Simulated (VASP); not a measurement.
The system is MoI.

```
Mo I
1.0
     3.62326    0.00000    0.00000
     0.00000    3.62326    0.00000
     0.00000    0.00000    5.04208
Mo I
1 1
Direct
  0.50000 0.50000 0.50000
  0.00000 0.00000 0.50000
```

The cell was built by a generator and needn't be a form met in nature.

```yaml
Program: VASP 6.6.1
Task: relaxation of cell and atoms
Functional: PBE
Potentials_or_basis: VASP PAW PBE potentials, release 64 (Mo_sv, I)
Cutoff: 600 eV
k_mesh: 7 × 7 × 5
Occupations: gaussian, width 0.05 eV
Spin: no spin polarisation
```

At the start: pressure 10.8 GPa; volume 33.10 Å³/atom.

Q: How do energy, volume and symmetry change on relaxing?

A: Over 20 steps the energy falls by 709.1 meV/atom and the volume is 23.91 Å³/atom (-27.8 %); space group P4/mmm (No. 123, to 0.05 Å).

Step by step:
```csv
step,energy change (eV),largest force (eV/Å),pressure (GPa),volume (Å³)
1,0.0000,0.0000,10.83,66.19
2,0.2689,0.0000,-8.01,88.93
3,-0.4235,0.0000,-1.93,74.75
4,-0.4258,0.0000,-1.42,74.21
5,-0.4260,0.0000,-1.24,74.03
6,-0.4762,0.0000,-1.49,71.77
7,-0.6832,0.0000,-2.41,64.98
8,-1.2988,0.0000,-2.08,51.28
9,66.9892,0.0000,992.07,23.47
10,-1.3203,0.0000,-1.86,50.83
11,0.3112,0.0000,43.28,37.22
12,-1.3733,0.0000,-1.29,49.60
13,-1.3698,0.0000,3.54,45.46
14,-1.4165,0.0000,0.54,47.62
15,-1.4154,0.0000,1.19,47.09
16,-1.3841,0.0000,-3.89,50.47
17,-1.4180,0.0000,-0.05,47.80
18,-1.4180,0.0000,-0.03,47.78
19,-1.4172,0.0000,0.03,47.89
20,-1.4181,0.0000,-0.01,47.81
```

Final structure:
```xyz
2
Lattice="3.8870 0.0000 0.0000 0.0000 3.8870 0.0000 0.0000 0.0000 3.1647" Properties=species:S:1:pos:R:3 pbc="T T T"
Mo    1.9435    1.9435    1.5824
I     0.0000    0.0000    1.5824
```

Caveat: the volume moved by over 15 % at a fixed basis, so the end points are rough; this functional lacks dispersion, which binds the layers, so the pressure and a relaxed spacing across them are unreliable; an odd number of electrons without spin polarisation forces a metal; a magnetic or distorted state may lie lower.
